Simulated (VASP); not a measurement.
Input:

```
CELL_PARAMETERS angstrom
      0.00000     2.60362     2.60362
      2.60362     0.00000     2.60362
      2.60362     2.60362     0.00000
ATOMIC_POSITIONS crystal
  Hf 0.00000 0.00000 0.00000
  O  0.25000 0.25000 0.25000
  O  0.75000 0.75000 0.75000
```

Method: RPBE GGA, VASP's PBE PAW potentials (set 64) (plane waves; VASP). Settings: 520 eV cut-off, 8×8×8 Γ-centred mesh, Gaussian smearing of 0.050 eV, potentials Hf_pv O.

Problem. Give the stress tensor in GPa (positive for a compressed cell).

Solution. 
```
-12.22    0.00    0.00
  0.00  -12.22    0.00
  0.00    0.00  -12.22
```
The pressure is its mean diagonal, -12.22 GPa.

The compound is HfO2 in the fluorite structure, the high-temperature cubic form, which is unstable at 0 K; the monoclinic form is the stable one. This cell is one point of a volume scan, at 1.06 of the reference volume.
